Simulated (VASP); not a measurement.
All values below come from PBE GGA, VASP's PBE PAW potentials (set 64) (plane waves; VASP).

Input for VASP

### INCAR
```
# general
SYSTEM =PbF2
PREC   =Accurate
ENCUT  =520
LREAL  =F
LASPH  =T

# electronic loop
EDIFF  =1E-6
NELM   =100
ALGO   =Normal
LMAXMIX=4

# smearing
ISMEAR =-5

# functional
GGA    =PE

# ions
ISIF   =2

# output
LWAVE  =F
LCHARG =F
```

### POSCAR
```
PbF2
1
    0.0000000000     2.9700000000     2.9700000000
    2.9700000000     0.0000000000     2.9700000000
    2.9700000000     2.9700000000     0.0000000000
Pb F
1 2
Direct
  0.0000000000   0.0000000000   0.0000000000
  0.2500000000   0.2500000000   0.2500000000
  0.7500000000   0.7500000000   0.7500000000
```

KPOINTS:
```
Automatic
0
Gamma
 6 6 6
```

POTCAR, in this order: Pb_d F (PBE.64 set). Program: vasp_std.

Output

OSZICAR:
```
       N       E                     dE             d eps       ncg     rms          rms(c)
DAV:   1     0.302926164857E+03    0.30293E+03   -0.15452E+04   576   0.179E+03
DAV:   2     0.607562684539E+01   -0.29685E+03   -0.28823E+03   694   0.458E+02
DAV:   3    -0.156634343855E+02   -0.21739E+02   -0.21579E+02   660   0.141E+02
DAV:   4    -0.162634726189E+02   -0.60004E+00   -0.59926E+00   610   0.247E+01
DAV:   5    -0.162870217217E+02   -0.23549E-01   -0.23548E-01   674   0.482E+00    0.801E+00
DAV:   6    -0.143482063677E+02    0.19388E+01   -0.10339E+01   742   0.271E+01    0.270E+00
DAV:   7    -0.143437974411E+02    0.44089E-02   -0.44977E-01   592   0.462E+00    0.155E+00
DAV:   8    -0.143405519139E+02    0.32455E-02   -0.10027E-01   582   0.398E+00    0.490E-01
DAV:   9    -0.143380631968E+02    0.24887E-02   -0.18955E-02   664   0.108E+00    0.995E-02
DAV:  10    -0.143392055349E+02   -0.11423E-02   -0.13484E-03   580   0.369E-01    0.242E-02
DAV:  11    -0.143392085938E+02   -0.30589E-05   -0.82985E-05   622   0.871E-02    0.920E-03
DAV:  12    -0.143392178704E+02   -0.92765E-05   -0.23684E-05   634   0.501E-02    0.649E-03
DAV:  13    -0.143392172237E+02    0.64667E-06   -0.50390E-06   490   0.275E-02
   1 F= -.14339217E+02 E0= -.14339217E+02  d E =0.000000E+00
```

File OUTCAR:
```
------------------------ aborting loop because EDIFF is reached ----------------------------------------
  FORCE on cell =-STRESS in cart. coord.  units (eV):
  Direction    XX          YY          ZZ          XY          YZ          ZX
  --------------------------------------------------------------------------------------
  Total        0.6487068      0.6487068      0.6487068     -0.0000000      0.0000000      0.0000000
  in kB       19.8362551     19.8362551     19.8362551     -0.0000000      0.0000000      0.0000000
  external PRESSURE =      19.8362551 kB  Pullay stress =       0.0000000 kB
  volume of cell :       52.40
      direct lattice vectors                 reciprocal lattice vectors
     0.000000000  2.970000000  2.970000000    -0.168350168  0.168350168  0.168350168
     2.970000000  0.000000000  2.970000000     0.168350168 -0.168350168  0.168350168
     2.970000000  2.970000000  0.000000000     0.168350168  0.168350168 -0.168350168
 POSITION                                       TOTAL-FORCE (eV/Angst)
 -----------------------------------------------------------------------------------
      0.00000      0.00000      0.00000        -0.000000      0.000000      0.000000
      1.48500      1.48500      1.48500         0.000000      0.000000      0.000000
      4.45500      4.45500      4.45500        -0.000000     -0.000000     -0.000000
 -----------------------------------------------------------------------------------
    total drift:                                0.000000     -0.000000      0.000000
  FREE ENERGIE OF THE ION-ELECTRON SYSTEM (eV)
  ---------------------------------------------------
  free  energy   TOTEN  =       -14.3392172237 eV

  energy  without entropy=      -14.3392172237  energy(sigma->0) =      -14.33921722
```
(Selected blocks of OUTCAR.)

OUTCAR:
```
 val. band max:        1.7895296441   @ k =  -0.3333   0.3333   0.1667

 cond. band min:       6.2274257119   @ k =   0.5000   0.5000   0.0000


 Fermi energy:         1.8780697668

 k-point     1 :       0.0000    0.0000    0.0000
  band No.  band energies     occupation
      1     -19.2350      2.00000
      2     -18.6252      2.00000
      3     -12.6196      2.00000
      4     -12.6196      2.00000
      5     -12.6196      2.00000
      6     -12.5657      2.00000
      7     -12.5657      2.00000
      8      -2.8358      2.00000
      9      -0.6221      2.00000
     10      -0.6221      2.00000
     11      -0.6221      2.00000
     12      -0.1273      2.00000
     13      -0.1273      2.00000
     14      -0.1273      2.00000
     15       8.5791      0.00000
     16       8.5791      0.00000
     17       8.5791      0.00000
     18      12.4356      0.00000

 k-point     2 :       0.1667    0.0000    0.0000
  band No.  band energies     occupation
      1     -19.1834      2.00000
      2     -18.6720      2.00000
      3     -12.6100      2.00000
      4     -12.6100      2.00000
      5     -12.5666      2.00000
      6     -12.5648      2.00000
      7     -12.5648      2.00000
      8      -3.2469      2.00000
      9      -0.8070      2.00000
     10      -0.6736      2.00000
     11      -0.6736      2.00000
     12      -0.1696      2.00000
     13      -0.1696      2.00000
     14       0.5030      2.00000
     15       7.7823      0.00000
     16       8.7944      0.00000
     17       8.7944      0.00000
     18      13.8303      0.00000

 k-point     3 :       0.3333    0.0000    0.0000
  band No.  band energies     occupation
      1     -19.0615      2.00000
      2     -18.7806      2.00000
      3     -12.6031      2.00000
      4     -12.6031      2.00000
      5     -12.5504      2.00000
      6     -12.5504      2.00000
      7     -12.4650      2.00000
      8      -3.8428      2.00000
      9      -1.0459      2.00000
...
```

Unless said otherwise, spin-orbit coupling is left out, though it shifts the bands of the heavy elements here.

The compound is PbF2 in the fluorite structure, the β form. The cell was not relaxed at this level. The run is one of a series of settings (ISMEAR = -5, SIGMA removed against the base run), some of them coarse on purpose.
